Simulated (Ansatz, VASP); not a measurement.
# SnO (CsCl type (invented)) in two plane-wave programs

Aim: how closely do two programs agree when they are given the same cell, functional and k mesh? The cell is generated by rule, not measured, and may not be a known phase. The cell is taken from a series of runs on this material, whose earlier steps may have relaxed, scaled, displaced or heated it; both programs get it as it stands.

Main program and level: Ansatz 0.2.0; plane waves, with VASP 6.6.1 beside it; relaxation of cell and atoms at PBEsol.

## Step 1: The structure

Symmetry: Pm-3m, No. 221, cubic system. Conventional cell: a = 3.078 Å, b = 3.078 Å, c = 3.078 Å, α = 90.00°, β = 90.00°, γ = 90.00°. Nearest to Sn lie 8 O at 2.67 Å. Nearest to O lie 8 Sn at 2.67 Å. Farther neighbours and most contacts between anions are not listed.

## Step 2: Ansatz: relaxation of cell and atoms, PBEsol

Ansatz runs on its default PAW (the set named soft_2) files.

The relaxed volume is the usual yardstick between codes: in a stiff, nearly cubic crystal its relative difference is about their pressure difference at one cell divided by the bulk modulus.

File input.yaml:

```yaml
crystal:
  lattice:
    - [3.0778250933, 0.0, 0.0]
    - [0.0, 3.0778250933, 0.0]
    - [0.0, 0.0, 3.0778250933]
  atoms:
    - { symbol: Sn, position: [0.0, 0.0, 0.0] }
    - { symbol: O, position: [0.5, 0.5, 0.5] }
kpoints:
  mp_grid: { grid: [14, 14, 14] }
hamiltonian:
  xc: pbesol
scf:
  occupations: { method: gaussian, width: 0.1 }
output:
  forces: true
  stress: true
  eigenvalues: true
  write_density: true
  write_potential: true
  elf: true
  volumetric_format: npy
relax:
  adjacent_minimum: "off"
  f_tol: 0.005
  max_steps: 80
  cell: { stress_tol: 0.05 }
```

On the command line:

```
$ ansatz run input.yaml --threads 2 --pin off --max-ram 5120MiB --backend cpu --events-out ev --progress --plain --runs-dir out
```

Numbers of over 12 decimals in the logs are rounded to 6 here.

The program printed:

```text
Engine: ansatz 0.2.0, aarch64-unknown-linux-gnu
Pseudopotentials: kind: paw
Pseudopotential: Sn, paw, valence charge 14, recommended cutoff 420 eV (normal), Sn.paw.azcp
Pseudopotential: O, paw, valence charge 6, recommended cutoff 420 eV (normal), O.paw.azcp
Functional definition: PBEsol
  exchange = pbesol_x
  correlation = pbesol_c
Crystal: 2 atoms, lattice volume = 29.156 Å³
Basis set: ecut = 420 eV, 587 PW (Γ), exchange–correlation on 48×48×48 points (8 copies of the dense FFT grid, shifted against one another)
Bands: 14, of which v1, the nominal top of the filled ones, is band 10 counted from 1 (9 counted from 0)
Symmetry: 48 space group operations
Space group: Pm-3m (ITA 221), of the structure as read, at distance tolerance 3.1e-5 Å
k-points: 120 of 2744
Non-local potential: Sn, projectors of the file, l = 0: 2, l = 1: 2, l = 2: 2, l = 3: 2
Non-local potential: O, projectors of the file, l = 0: 2, l = 1: 2, l = 2: 1
PAW form: soft (Blöchl's): semilocal exchange-correlation on the pseudo side does not see the compensation charge
PAW frozen core: Sn, regenerated for the run's functional, and the local potential with it (the file was generated under x = pbe(κ = 0.804, μ = 0.219515), c = pbe(β = 0.066725))
PAW frozen core: O, regenerated for the run's functional, and the local potential with it (the file was generated under x = pbe(κ = 0.804, μ = 0.219515), c = pbe(β = 0.066725))
PAW one-centre angular grid: Sn, 590 points (default); XC on 64 Gauss nodes
PAW one-centre angular grid: O, 110 points (default); XC on 64 Gauss nodes
Initial density: superposition of atomic densities (neutral atoms: chi_scale 0, normalization atom), corrected by the library's trained network
Initial wavefunctions: pseudopotential atomic-orbital guess
Functional: x = pbesol(κ = 0.804, μ = 0.123457), c = pbesol(β = 0.046)
SCF iter   1: F=—  HF=-6509.225935 eV  |F-HF|=—  |Δ(HF+E_count)|=         —  Δρ=1.13e-2  dr2=2.98e-2  ethr=1.77e-3  ⟨swp⟩=5.2  Hψ=8794  notcnv=0
preconditioner: auto → none  [metal: Δε(μ)=0.026 eV  Ē_g=20.032 eV  σ=0.100 eV  W_gap=0.15  n_scr=6 (ndim 8)  ℏωp=30.8 eV  f_vac=0.000  D(μ)=0.22/eV (n_scr^D=0)  sad-step TF]
SCF iter   2: F=—  HF=-6509.219803 eV  |F-HF|=—  |Δ(HF+E_count)|=   6.13e-3  Δρ=6.11e-3  dr2=9.81e-3  ethr=1.49e-4  ⟨swp⟩=1.1  Hψ=2672  notcnv=0
SCF iter   3: F=—  HF=-6509.217724 eV  |F-HF|=—  |Δ(HF+E_count)|=   2.08e-3  Δρ=4.10e-4  dr2=2.39e-5  ethr=4.91e-5  ⟨swp⟩=2.3  Hψ=2070  notcnv=0
SCF iter   4: F=—  HF=-6509.217747 eV  |F-HF|=—  |Δ(HF+E_count)|=   2.30e-5  Δρ=8.75e-5  dr2=1.75e-6  ethr=1.19e-7  ⟨swp⟩=2.2  Hψ=2633  notcnv=0
iter 5 did not close the SCF: its close was put off for the readings that it lacked (scf_convergence_deferred on its scf_iter line)
SCF iter   5: F=-6509.217746 eV  HF=-6509.217746 eV  |F-HF|=2.55e-8  |Δ(HF+E_count)|=   4.37e-7  Δρ=1.28e-5  dr2=2.76e-8  ethr=8.74e-9  ⟨swp⟩=2.0  Hψ=2839  notcnv=0
SCF iter   6: F=-6509.217746 eV  HF=-6509.217746 eV  |F-HF|=3.23e-10  |Δ(HF+E_count)|=   6.50e-9  Δρ=2.15e-6  dr2=6.38e-10  ethr=1.38e-10  ⟨swp⟩=5.0  Hψ=8987  notcnv=0
SCF 1 converged in 6 iterations: F = -6509.217746 eV  dr2 = 6.38e-10
  greatest PAW one-centre occupation: 0.993 electrons in one spin orbital (limit 2), on the Sn atom at site 0 (counted from 0), in its partial waves of l = 2
relax step   1: F+E_penalty+E_count = -6509.21774613 eV  Δ(F+E_penalty+E_count) = +0.000e0 eV  max|allowed force component| = 3.944e-30 eV/Å  Δτ_max = 0.0000 Å  P = +0.342 GPa  Ω = 29.156 Å³  (6 SCF iters, dr2 threshold 1.00e-7 eV, accepted)
[...]
relax step   2: F+E_penalty+E_count = -6509.21710384 eV  Δ(F+E_penalty+E_count) = +6.423e-4 eV  max|allowed force component| = 2.482e-30 eV/Å  Δτ_max = 0.0000 Å  P = -0.418 GPa  Ω = 29.344 Å³  energy of the carried Pulay correction = -5.955e-4 eV  (6 SCF iters, dr2 threshold 2.00e-7 eV, rejected (line search))
[...]
relax step   3: F+E_penalty+E_count = -6509.21756780 eV  Δ(F+E_penalty+E_count) = +1.783e-4 eV  max|allowed force component| = 2.860e-30 eV/Å  Δτ_max = 0.0000 Å  P = -0.002 GPa  Ω = 29.240 Å³  energy of the carried Pulay correction = -2.675e-4 eV  (6 SCF iters, accepted)
[...]
relax step   4: F+E_penalty+E_count = -6509.21791093 eV  Δ(F+E_penalty+E_count) = -3.431e-4 eV  max|allowed force component| = 7.231e-31 eV/Å  Δτ_max = 0.0000 Å  P = +0.014 GPa  Ω = 29.240 Å³  stress off target by 1.42e-2 GPa  SCF on the basis re-selected at this cell (its energy is not comparable with the rows above)  (8 SCF iters)
basis re-selected at this cell: Δ(F+E_penalty+E_count) = -3.431e-4 eV, ΔP = +0.016 GPa vs the last step (what re-selecting the basis moved, of the pressure what is left beyond the Pulay correction that the steps carried, after the strain that the cell walked since its last selection, with what the two solves' SCF thresholds leave and, on support functions, any second-order correction that the steps lacked; it is no m [...]
SCF converged after 8 iterations
Free energy (F): -6509.217911 eV
Harris-Foulkes:  -6509.217911 eV  (|F-HF|=3.64e-12)
Internal energy: -6509.217201 eV  (E = F + TS)
E sigma→0 (E₀):  -6509.217556 eV
Entropy (-TS):   -0.000710 eV (-0.355 meV/atom)
Fermi energy:    11.972807 eV
--- Per-component energies (eV) ---
  E_band       = -40.518467
  E_kinetic    = 358.625626
  E_local      = -890.454099  (includes V_loc(G=0)·N_el)
  E_nonlocal   = 17.172853
  E_hartree    = 524.236493
  E_xc         = -453.575127
  E_vxc        = -191.869916  (∫ρ·V_xc dr)
  E_paw        = -4212.347906  (= ΣΔE_a)
  E_vpaw       = -382.468203  (= ΣTr[D̂ρ^β])
  E_aug_tail   = 0.002285  (compensation charges beyond the density's cutoff)
  E_ewald      = -1853.197454
  E_core_change = 0.320128  (= ΣΔE_core)
  E_smearing   = -0.000710  (= −TS)
  E_closure    = 0.000000  (closes the sum)
  Σ components = -6509.217911   (vs F -6509.217911, Δ=0.00e0)
--- Forces (eV/Å), atoms counted from 1 ---
  atom   1  Sn    -0.00000000    -0.00000000    -0.00000000
  atom   2  O     -0.00000000     0.00000000    -0.00000000
  max |Σ_I F_I| component: 1.71e-30 eV/Å
--- Stress (GPa, compression-positive) ---
        0.014223       0.000000       0.000000
        0.000000       0.014223      -0.000000
        0.000000      -0.000000       0.014223
  P = ⅓ Tr σ = 0.0142 GPa (0.142 kbar)
--- Band table (eV; the first three rows and the last of 120) ---
  k-point 0: bands = [... 6 lower, 4.4599, 9.2809, 9.2809, 9.2809, 19.9588, 19.9588, 20.2315, 20.2315]
  k-point 1: bands = [... 6 lower, 4.3829, 9.3028, 9.3167, 9.3167, 18.7397, 20.0197, 20.1980, 20.1980]
  k-point 2: bands = [... 6 lower, 4.1638, 9.3776, 9.4186, 9.4186, 17.4030, 20.0952, 20.0952, 20.2032]
  k-point 119: bands = [... 6 lower, 8.4431, 8.4431, 8.4431, 10.8709, 11.8176, 11.8176, 11.8176, 24.4915]
--- Relaxed structure (3 steps of the walk, 2 accepted, 1 SCFs on fresh bases) ---
  F+E_penalty+E_count = -6509.21791093 eV   max|allowed force component| = 7.231e-31 eV/Å   (the final SCF, on the basis selected at the relaxed cell)
  cell:  # Å, volume = 29.2405 Å³
    - [3.080785, 0, 0.0]
    - [0, 3.080785, 0.0]
    - [0.0, 0.0, 3.080785]
  atoms:
    - { symbol: Sn, position: [0, 0, 0.0] }
    - { symbol: O, position: [0.5, 0.5, 0.5] }
```

Reading the cycles: dr2 is the Hartree energy of the density residual (eV), the measure of convergence; HF is the Harris–Foulkes estimate of the energy, which meets the free energy F at convergence.

## Step 3: VASP: relaxation of cell and atoms, PBEsol

The same cell, functional, mesh and smearing now go to VASP, with its own data sets.

Lines of VASP's logs that name or quote its potential files are left out, and so is its time.

File INCAR:

```
SYSTEM = SnO
PREC = Accurate
ENCUT = 600
EDIFF = 1E-07
NELM = 120
ISMEAR = 0
SIGMA = 0.1
LREAL = .FALSE.
ALGO = Normal
GGA = PS
NBANDS = 16
LORBIT = 11
LWAVE = .FALSE.
LCHARG = .FALSE.
ISIF = 3
IBRION = 2
NSW = 80
EDIFFG = -0.005
LASPH = .TRUE.
GGA_COMPAT = .FALSE.
NELMIN = 4
```

File POSCAR:

```
SnO
1.0
    3.0778250000      0.0000000000      0.0000000000
    0.0000000000      3.0778250000      0.0000000000
    0.0000000000      0.0000000000      3.0778250000
Sn O
1 1
Direct
    0.0000000000      0.0000000000      0.0000000000
    0.5000001625      0.5000001625      0.5000001625
```

File KPOINTS:

```
Automatic mesh
0
Gamma
14 14 14
0 0 0
```

Potentials, in the order of the species: Sn_d and O (PBE family, release 64).

On the command line:

```
$ mpirun -np 1 vasp_std
```

The program printed:

```text
[banner, memory and clock lines left out]
running    1 mpi-ranks, on    1 nodes
 distrk:  each k-point on    1 cores,    1 groups
 distr:  one band on    1 cores,    1 groups

 POSCAR found type information on POSCAR SnO
 POSCAR found :  2 types and       2 ions
|                                                                             |
|               ----> ADVICE to this user running VASP <----                  |
|                                                                             |
|     You enforced a specific xc type in the INCAR file but a different       |
|     [... a line on the potential file left out ...]
|     I HOPE YOU KNOW WHAT YOU ARE DOING!                                     |
|                                                                             |

 LDA part: xc-table for (Slater+PW92), standard interpolation
 POSCAR, INCAR and KPOINTS ok, starting setup
 FFT: planning ... GRIDC
 FFT: planning ... GRID_SOFT
 FFT: planning ... GRID
 WAVECAR not read
 entering main loop
       N       E                     dE             d eps       ncg     rms          rms(c)
DAV:   1     0.150867516472E+03    0.15087E+03   -0.11414E+04  3936   0.213E+03
DAV:   2    -0.687185362017E-01   -0.15094E+03   -0.14467E+03  4448   0.444E+02
DAV:   3    -0.120159631010E+02   -0.11947E+02   -0.11902E+02  4408   0.104E+02
DAV:   4    -0.122378774386E+02   -0.22191E+00   -0.22187E+00  4696   0.153E+01
DAV:   5    -0.122439995664E+02   -0.61221E-02   -0.61220E-02  4888   0.242E+00    0.724E+00
DAV:   6    -0.108882163380E+02    0.13558E+01   -0.94558E+00  4712   0.420E+01    0.460E+00
DAV:   7    -0.106655769758E+02    0.22264E+00   -0.13962E+00  4616   0.751E+00    0.127E+00
DAV:   8    -0.106368400016E+02    0.28737E-01   -0.13859E-01  4536   0.330E+00    0.211E-01
DAV:   9    -0.106365251431E+02    0.31486E-03   -0.36705E-03  4856   0.653E-01    0.804E-02
DAV:  10    -0.106365139415E+02    0.11202E-04   -0.36653E-04  5152   0.333E-01    0.222E-02
DAV:  11    -0.106365119931E+02    0.19484E-05   -0.13199E-04  4888   0.189E-01    0.243E-02
DAV:  12    -0.106365007058E+02    0.11287E-04   -0.25604E-05  4760   0.702E-02    0.234E-03
DAV:  13    -0.106365008203E+02   -0.11446E-06   -0.16342E-06  4656   0.114E-02    0.153E-03
DAV:  14    -0.106365006649E+02    0.15539E-06   -0.90110E-08  2688   0.260E-03    0.386E-04
DAV:  15    -0.106365006364E+02    0.28452E-07   -0.14030E-08  2240   0.143E-03
   1 F= -.10636501E+02 E0= -.10636114E+02  d E =-.106365E+02
 curvature:   0.00 expect dE= 0.000E+00 dE for cont linesearch  0.000E+00
 trial: gam= 0.00000 g(F)=  0.000E+00 g(S)=  0.286E-03 ort = 0.000E+00 (trialstep = 0.100E+01)
 search vector abs. value=  0.286E-03
 bond charge predicted
       N       E                     dE             d eps       ncg     rms          rms(c)
DAV:   1    -0.106406987169E+02   -0.41981E-02   -0.73856E-02  4360   0.467E+00    0.419E-01
DAV:   2    -0.106374303174E+02    0.32684E-02   -0.11829E-02  3960   0.122E+00    0.156E-01
DAV:   3    -0.106367800097E+02    0.65031E-03   -0.21026E-03  5128   0.610E-01    0.848E-02
DAV:   4    -0.106365855927E+02    0.19442E-03   -0.50687E-04  4936   0.353E-01    0.110E-02
DAV:   5    -0.106365738212E+02    0.11772E-04   -0.32053E-05  4784   0.650E-02    0.459E-03
DAV:   6    -0.106365711158E+02    0.27054E-05   -0.17894E-06  5400   0.129E-02    0.236E-03
DAV:   7    -0.106365700663E+02    0.10495E-05   -0.47655E-07  4616   0.797E-03    0.454E-04
DAV:   8    -0.106365700770E+02   -0.10634E-07   -0.12821E-08  2136   0.172E-03
   2 F= -.10636570E+02 E0= -.10636213E+02  d E =-.694405E-04
 trial-energy change:   -0.000069  1 .order   -0.000074   -0.000286    0.000138
 step:   0.6598(harm=  0.6752)  dis= 0.00000  next Energy=   -10.636594 (dE=-0.931E-04)
 bond charge predicted
       N       E                     dE             d eps       ncg     rms          rms(c)
DAV:   1    -0.106370725450E+02   -0.50248E-03   -0.85219E-03  4352   0.157E+00    0.143E-01
DAV:   2    -0.106366926571E+02    0.37989E-03   -0.13803E-03  3952   0.417E-01    0.533E-02
DAV:   3    -0.106366161008E+02    0.76556E-04   -0.24543E-04  5128   0.210E-01    0.288E-02
DAV:   4    -0.106365946902E+02    0.21411E-04   -0.58203E-05  4912   0.121E-01    0.384E-03
DAV:   5    -0.106365943365E+02    0.35366E-06   -0.38104E-06  4776   0.225E-02    0.156E-03
DAV:   6    -0.106365943845E+02   -0.47956E-07   -0.19256E-07  3368   0.443E-03
   3 F= -.10636594E+02 E0= -.10636227E+02  d E =-.937480E-04
 curvature:  -0.34 expect dE=-0.679E-06 dE for cont linesearch -0.679E-06
 trial: gam=-0.07684 g(F)=  0.115E-47 g(S)=  0.201E-05 ort = 0.240E-04 (trialstep = 0.932E+00)
 search vector abs. value=  0.143E-07
 reached required accuracy - stopping structural energy minimisation
```

Parts of OUTCAR (step 3):

```text
ion  position               nearest neighbor table
   1  0.000  0.000  0.000-   2 2.67   2 2.67   2 2.67   2 2.67   2 2.67   2 2.67   2 2.67   2 2.67

  LATTYP: Found a simple cubic cell.
 ALAT       =     3.0778250000

 Subroutine GETGRP returns: Found 48 space group operations
 (whereof 48 operations were pure point group operations)

The static configuration has the point symmetry O_h .

 Found    120 irreducible k-points:

   k-points           NKPTS =    120   k-points in BZ     NKDIM =    120   number of bands    NBANDS=     16

   dimension x,y,z NGX =    28 NGY =   28 NGZ =   28
   dimension x,y,z NGXF=    56 NGYF=   56 NGZF=   56

   ENCUT  =  600.0 eV  44.10 Ry    6.64 a.u.   6.15  6.15  6.15*2*pi/ulx,y,z

   NELECT =      20.0000    total number of electrons

 k-points in reciprocal lattice and weights: Automatic mesh
   0.00000000  0.00000000  0.00000000       0.000
   0.07142857  0.00000000  0.00000000       0.002
   0.14285714  0.00000000  0.00000000       0.002
   0.21428571  0.00000000  0.00000000       0.002
   0.28571429  0.00000000  0.00000000       0.002
   0.35714286  0.00000000  0.00000000       0.002
   0.42857143  0.00000000  0.00000000       0.002
   0.50000000  0.00000000  0.00000000       0.001
   0.07142857  0.07142857  0.00000000       0.004
[...]
0.50000000  0.50000000  0.42857143       0.002
   0.50000000  0.50000000  0.50000000       0.000

 average (electrostatic) potential at core
       1 -98.2295       2 -66.2628

 E-fermi :   8.5827

 k-point     1 :       0.0000    0.0000    0.0000
  band No.  band energies     occupation
    ...
      6      -9.6583      2.00000
      7       1.0717      2.00000
      8       5.8932      2.00000
      9       5.8932      2.00000
     10       5.8932      2.00000
     11      16.5765      0.00000
     12      16.5765      0.00000
     13      16.8433      0.00000
     14      16.8433      0.00000
     15      16.8433      0.00000
    ...

 k-point     2 :       0.0714    0.0000    0.0000
  band No.  band energies     occupation
    ...
      6      -9.6244      2.00000
      7       0.9946      2.00000
      8       5.9139      2.00000
      9       5.9289      2.00000
     10       5.9289      2.00000
     11      15.3525      0.00000
     12      16.6376      0.00000
     13      16.8092      0.00000
     14      16.8092      0.00000
     15      18.0744      0.00000
    ...

 k-point     3 :       0.1429    0.0000    0.0000
  band No.  band energies     occupation
    ...
      6      -9.5270      2.00000
      7       0.7753      2.00000
      8       5.9892      2.00000
      9       6.0309      2.00000
     10       6.0309      2.00000
     11      14.0144      0.00000
     12      16.7058      0.00000
     13      16.7058      0.00000
     14      16.8213      0.00000
     15      19.4527      0.00000
    ...

  Total        0.0052763      0.0052763      0.0052763     -0.0000000     -0.0000000      0.0000000
  in kB        0.2890709      0.2890709      0.2890709     -0.0000000     -0.0000000      0.0000000
  external PRESSURE =       0.2890709 kB  Pullay stress =       0.0000000 kB

  energy-cutoff  :      600.00
  volume of cell :       29.24
      direct lattice vectors                 reciprocal lattice vectors
     3.080906190  0.000000000 -0.000000000     0.324579828 -0.000000000  0.000000000
     0.000000000  3.080906190  0.000000000    -0.000000000  0.324579828 -0.000000000
    -0.000000000  0.000000000  3.080906190     0.000000000 -0.000000000  0.324579828

 POSITION                                       TOTAL-FORCE (eV/Angst)
 -----------------------------------------------------------------------------------
      0.00000      0.00000      0.00000        -0.000000      0.000000      0.000000
      1.54045      1.54045      1.54045         0.000000     -0.000000      0.000000
 -----------------------------------------------------------------------------------
    total drift:                               -0.000571     -0.000571     -0.000571

  FREE ENERGIE OF THE ION-ELECTRON SYSTEM (eV)
  ---------------------------------------------------
  free  energy   TOTEN  =       -10.6365943845 eV

  energy  without entropy=      -10.6358603578  energy(sigma->0) =      -10.63622737

 reached required accuracy - stopping structural energy minimisation

 total charge
# of ion       s       p       d       tot
------------------------------------------
    1        1.400   0.620  10.029  12.050
    2        1.588   3.258   0.000   4.846
--------------------------------------------------
tot          2.988   3.878  10.029  16.895

[... 3 further parts left out ...]
```

CONTCAR:

```
SnO
   1.00000000000000
     3.0809061896030610    0.0000000000000000   -0.0000000000000000
     0.0000000000000000    3.0809061896030610    0.0000000000000000
    -0.0000000000000000    0.0000000000000000    3.0809061896030610
  Sn              O
     1     1
Direct
     0.0000000000000000    0.0000000000000000    0.0000000000000000
     0.5000001625000010    0.5000001625000010    0.5000001625000010
```

## Step 4: Differences

Known differences besides the potentials themselves: the cutoff is 420 eV in Ansatz and 600 eV in VASP; Ansatz makes its cores anew for this functional, VASP keeps those of its PBE data sets; Ansatz adds a Pulay correction to the stress that steers its cell, VASP none. Total energies have different zeros and are not compared.

Compared:

| quantity | Ansatz | VASP | difference |
| --- | --- | --- | --- |
| volume (Å³) | 29.24 | 29.24 | -0.01 % |
| edge a after relaxation, in the typed setting (Å) | 3.081 | 3.081 | +0.00 % |

## Step 5: Summary of results

| Property | Result |
| --- | --- |
| difference in volume (relaxation of cell and atoms, PBEsol) | -0.012 % |

In words: The difference in volume is -0.012 % (relaxation of cell and atoms, PBEsol), within the 1.2 % picked in this series as the mark of a large difference, as far as the stopping tolerances let one tell. 1 further run of this series is not shown here. Such differences can come from data sets, numerical settings and the points named under the comparisons, not from the functional's error against experiment.

[Lines on the potential files, build, host, timing and source positions are cut from VASP's logs without a mark.]

[Logs are printed without paths, hosts, clocks, repeated set-up lines and the standing remarks that a program may print on its own settings, such as how far it seeks lower states.]

[Hosts, paths, dates, database ids (printed as entryN), source tags and the programs' standing remarks are cut or masked in the printed files.]
